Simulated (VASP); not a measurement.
All values below come from MS2 meta-GGA, VASP's PBE PAW potentials (set 64) (plane waves; VASP).

A VASP calculation is set up with these files.

INCAR:
```
ALGO = Normal
EDIFF = 1E-7
ENCUT = 520
ISIF = 2
ISMEAR = 1
LASPH = .TRUE.
LCHARG = .FALSE.
LMAXMIX = 4
LMIXTAU = .TRUE.
LREAL = .FALSE.
LWAVE = .FALSE.
METAGGA = MS2
NELM = 100
PREC = Accurate
SIGMA = 0.1
SYSTEM = RuAl
```

KPOINTS:
```
Automatic mesh
0
Gamma
  12 12 12
0 0 0
```

POSCAR:
```
RuAl
1
    2.9526973894     0.0000000000     0.0000000000
    0.0000000000     2.9526973894     0.0000000000
    0.0000000000     0.0000000000     2.9526973894
Al Ru
1 1
Direct
  0.5000000000   0.5000000000   0.5000000000
  0.0000000000   0.0000000000   0.0000000000
```

POTCAR, in this order: Al Ru_pv (PBE.64 set). Program: vasp_std.

What VASP printed:

File OSZICAR:
```
       N       E                     dE             d eps       ncg     rms          rms(c)
DAV:   1     0.101079254642E+03    0.10108E+03   -0.92058E+03  2016   0.131E+03
DAV:   2    -0.322525649803E+02   -0.13333E+03   -0.12864E+03  2176   0.358E+02
DAV:   3    -0.351912610569E+02   -0.29387E+01   -0.27951E+01  2496   0.534E+01
DAV:   4    -0.352227157312E+02   -0.31455E-01   -0.31434E-01  2356   0.538E+00
DAV:   5    -0.352236719631E+02   -0.95623E-03   -0.95618E-03  2760   0.713E-01    0.346E+01
DAV:   6    -0.175915015756E+02    0.17632E+02   -0.36560E+01  2076   0.846E+01    0.113E+01
DAV:   7    -0.168809776614E+02    0.71052E+00   -0.25802E+00  2144   0.207E+01    0.489E+00
DAV:   8    -0.168407226992E+02    0.40255E-01   -0.61228E-02  2480   0.297E+00    0.325E+00
DAV:   9    -0.168440102205E+02   -0.32875E-02   -0.15973E-02  2612   0.146E+00    0.510E-01
DAV:  10    -0.168348775450E+02    0.91327E-02   -0.23440E-02  2116   0.217E+00    0.196E-01
DAV:  11    -0.168412719380E+02   -0.63944E-02   -0.67318E-03  2196   0.121E+00    0.177E-01
DAV:  12    -0.168335142624E+02    0.77577E-02   -0.23188E-03  2184   0.745E-01    0.676E-02
DAV:  13    -0.168334232368E+02    0.91026E-04   -0.81109E-05  2456   0.108E-01    0.310E-02
DAV:  14    -0.168334366805E+02   -0.13444E-04   -0.12552E-05  2376   0.493E-02    0.211E-02
DAV:  15    -0.168334197341E+02    0.16946E-04   -0.14503E-05  2244   0.462E-02    0.571E-03
DAV:  16    -0.168334140935E+02    0.56406E-05   -0.19723E-06  2164   0.173E-02    0.142E-03
DAV:  17    -0.168334136349E+02    0.45858E-06   -0.11892E-07  1600   0.549E-03    0.138E-03
DAV:  18    -0.168334135564E+02    0.78523E-07   -0.24393E-08  1048   0.190E-03
   1 F= -.16833414E+02 E0= -.16833423E+02  d E =0.289692E-04
```

OUTCAR:
```
------------------------ aborting loop because EDIFF is reached ----------------------------------------
  FORCE on cell =-STRESS in cart. coord.  units (eV):
  Direction    XX          YY          ZZ          XY          YZ          ZX
  --------------------------------------------------------------------------------------
  Total        1.0988198      1.0988198      1.0988198     -0.0000000     -0.0000000      0.0000000
  in kB       68.3880556     68.3880556     68.3880556     -0.0000000     -0.0000000      0.0000000
  external PRESSURE =      68.3880556 kB  Pullay stress =       0.0000000 kB
  volume of cell :       25.74
      direct lattice vectors                 reciprocal lattice vectors
     2.952697389  0.000000000  0.000000000     0.338673378  0.000000000  0.000000000
     0.000000000  2.952697389  0.000000000     0.000000000  0.338673378  0.000000000
     0.000000000  0.000000000  2.952697389     0.000000000  0.000000000  0.338673378
 POSITION                                       TOTAL-FORCE (eV/Angst)
 -----------------------------------------------------------------------------------
      1.47635      1.47635      1.47635         0.000000      0.000000      0.000000
      0.00000      0.00000      0.00000         0.000000      0.000000      0.000000
 -----------------------------------------------------------------------------------
    total drift:                                0.000000      0.000000      0.000000
  FREE ENERGIE OF THE ION-ELECTRON SYSTEM (eV)
  ---------------------------------------------------
  free  energy   TOTEN  =       -16.8334135564 eV

  energy  without entropy=      -16.8334425256  energy(sigma->0) =      -16.83342321
```
(Selected blocks of OUTCAR.)

The compound is RuAl in the CsCl type structure. This cell is one point of a volume scan, at 0.97 of the reference volume. The electron count is odd and the run is not spin-polarised, which forces a metal.
